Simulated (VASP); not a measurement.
Output of a VASP run:

### OSZICAR
```
       N       E                     dE             d eps       ncg     rms          rms(c)
DAV:   1     0.332156822090E+02    0.33216E+02   -0.77649E+03   624   0.100E+03
DAV:   2    -0.756696705537E+01   -0.40783E+02   -0.39770E+02   709   0.206E+02
DAV:   3    -0.911858622153E+01   -0.15516E+01   -0.14493E+01   873   0.247E+01
DAV:   4    -0.914927372973E+01   -0.30688E-01   -0.30670E-01   722   0.358E+00
DAV:   5    -0.915018291879E+01   -0.90919E-03   -0.90914E-03   950   0.481E-01    0.221E+01
DAV:   6    -0.915269099315E+01   -0.25081E-02   -0.20522E-02   684   0.115E+00    0.132E+01
DAV:   7    -0.916172150548E+01   -0.90305E-02   -0.36955E-02   674   0.154E+00    0.207E-01
DAV:   8    -0.916139949781E+01    0.32201E-03   -0.20810E-03   724   0.341E-01    0.536E-02
DAV:   9    -0.916140802853E+01   -0.85307E-05   -0.19884E-04   812   0.104E-01    0.324E-02
DAV:  10    -0.916140308470E+01    0.49438E-05   -0.31551E-05   737   0.395E-02    0.431E-02
DAV:  11    -0.916140435714E+01   -0.12724E-05   -0.52790E-06   704   0.161E-02    0.102E-03
DAV:  12    -0.916140457587E+01   -0.21873E-06   -0.30411E-07   402   0.437E-03
   1 F= -.91614046E+01 E0= -.91624324E+01  d E =0.308362E-02
```

**OUTCAR**
```
------------------------ aborting loop because EDIFF is reached ----------------------------------------
  FORCE on cell =-STRESS in cart. coord.  units (eV):
  Direction    XX          YY          ZZ          XY          YZ          ZX
  --------------------------------------------------------------------------------------
  Total       -0.0114627     -0.0114627     -0.4678676     -0.0000000      0.0000000      0.0000000
  in kB       -0.2784373     -0.2784372    -11.3648008     -0.0000000      0.0000000      0.0000000
  external PRESSURE =      -3.9738918 kB  Pullay stress =       0.0000000 kB
  volume of cell :       65.96
      direct lattice vectors                 reciprocal lattice vectors
     1.815000000 -3.143672000  0.000000000     0.275482094 -0.159049672  0.000000000
     1.815000000  3.143672000  0.000000000     0.275482094  0.159049672  0.000000000
     0.000000000  0.000000000  5.780000000     0.000000000  0.000000000  0.173010381
 POSITION                                       TOTAL-FORCE (eV/Angst)
 -----------------------------------------------------------------------------------
      1.81500      1.04789      1.44500        -0.000000      0.000000      0.000000
      1.81500     -1.04789      4.33500         0.000000     -0.000000      0.000000
 -----------------------------------------------------------------------------------
    total drift:                                0.000000      0.000115      0.000001
  FREE ENERGIE OF THE ION-ELECTRON SYSTEM (eV)
  ---------------------------------------------------
  free  energy   TOTEN  =        -9.1614045759 eV

  energy  without entropy=       -9.1644881963  energy(sigma->0) =       -9.16243245
```
(Selected blocks of OUTCAR.)

**POSCAR**
```
Gd
1
    1.8150000000    -3.1436720000     0.0000000000
    1.8150000000     3.1436720000     0.0000000000
    0.0000000000     0.0000000000     5.7800000000
Gd
2
Direct
  0.3333330000   0.6666670000   0.2500000000
  0.6666670000   0.3333330000   0.7500000000
```

### Question
Write an INCAR and KPOINTS that could have produced this output.

### Answer
This is not unique; one that fits is the input of the run itself, PBE GGA, plane waves, VASP's PBE PAW potentials (set 64).

**KPOINTS**
```
Automatic mesh
0
Monkhorst-Pack
6 6 4
0 0 0
```

### INCAR
```
# general
SYSTEM   =  Gd
PREC     =  Accurate
ENCUT    =  400
LREAL    =  .False.
LASPH    =  .True.

# electronic loop
EDIFF    =  1E-6
NELM     =  100
ALGO     =  Normal
LMAXMIX  =  6

# smearing
ISMEAR   =  1
SIGMA    =  0.1

# functional
GGA      =  PE

# ions
ISIF     =  2

# output
LWAVE    =  .False.
LCHARG   =  .False.
```

POTCAR, in this order: Gd_3 (PBE.64 set). Program: vasp_std.

The 4f electrons are frozen in the core of the lanthanide potential, so 4f levels, which can set the real gap, and their magnetism are missing.

The compound is Gd in the hcp structure. The cell was not relaxed at this level. The k-mesh is coarse (spacing up to 0.33 per Å, 2π included), so the numbers may not be converged in it. The run is one of a series of settings (KPOINTS 6×6×4 Monkhorst-Pack mesh against the base run), some of them coarse on purpose.
